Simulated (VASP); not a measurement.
Runs of VASP 6.6.1 on MoH5. Symmetry: P-62m, No. 189, hexagonal system. The conventional cell has a = 4.598 Å, b = 4.598 Å, c = 4.132 Å, α = 90.00°, β = 90.00°, γ = 120.00°. H (site symmetry m2m) is surrounded by 10 H at 2.54 to 2.88 Å and 2 Mo at 2.65 Å. Around H (site symmetry -6) lie 9 H at 2.54 to 2.65 Å and 3 Mo at 2.65 Å. Mo (site symmetry -62m) has 12 H at 2.65 Å as nearest neighbours. The cell was built by a generator and needn't be a form met in nature.

```tsv
task	level	potentials or basis	cell	cutoff (eV)	smearing	gap on the mesh (eV)	pressure (GPa)	largest force (eV/Å)
band structure	r2SCAN	VASP PAW PBE potentials, release 64 (H_s, Mo_sv)	volume scaled by 0.92	400	gaussian 0.01 eV	-	(a)	1.63
single point	PBE	VASP PAW PBE potentials, release 64 (H, Mo_sv)	as given	520	fermi-dirac 0.05 eV	none	-26.9	1.41
relaxation of cell and atoms	PBE	VASP PAW PBE potentials, release 64 (H, Mo_sv)	relaxed	600	gaussian 0.05 eV	none	0.0	-
relaxation of the atoms	RPBE	VASP PAW PBE potentials, release 64 (H, Mo_sv)	atoms relaxed	520	gaussian 0.05 eV	none	-21.8	-
```

Alike in all rows: no spin polarisation; k mesh 7 × 7 × 7.

Q: Estimate the missing entries.

A: (a) -30.8.

Caveats: the PAW data sets were made with another functional, which shifts forces and pressure a little (some runs); so large a pressure means that the cell lies far from this level's equilibrium, or that cutoff or potentials fall short (some runs); forces of over 1 eV/Å show positions far from the minimum, so gaps and moduli don't describe the material at rest (some runs).

A k mesh can miss the band edges, and the runs leave out spin-orbit coupling on Mo.

A gap of «none» marks a metal or a gap under the smearing width.
